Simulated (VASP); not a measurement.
Runs of VASP 6.6.1 on P. It takes space group Im-3m (No. 229, cubic). Conventional cell: a = 3.085 Å, b = 3.085 Å, c = 3.085 Å, α = 90.00°, β = 90.00°, γ = 90.00°. Around P (site symmetry m-3m) lie 8 P at 2.67 Å. This isn't the form of P at room conditions, which is orthorhombic.

```csv
cell,k mesh,gap on the mesh (eV),pressure (GPa)
"Im-3m, 14.68 Å³/atom",16 × 16 × 16,none,-7.4
"Im-3m, 13.05 Å³/atom",16 × 16 × 16,none,(a)
"Im-3m, 12.5 Å³/atom",16 × 16 × 16,none,10.4
"Im-3m, 13.59 Å³/atom",24 × 24 × 24,none,-0.2
```

Alike in all rows: task single point; level LDA; potentials or basis VASP PAW LDA potentials, release 64 (P); no spin polarisation; cutoff (eV) 520; smearing fermi-dirac 0.1 eV.

**Question.** Fill in the values left out.

**Answer.** (a) 4.6.

A gap of «none» marks a metal or a gap under the smearing width.
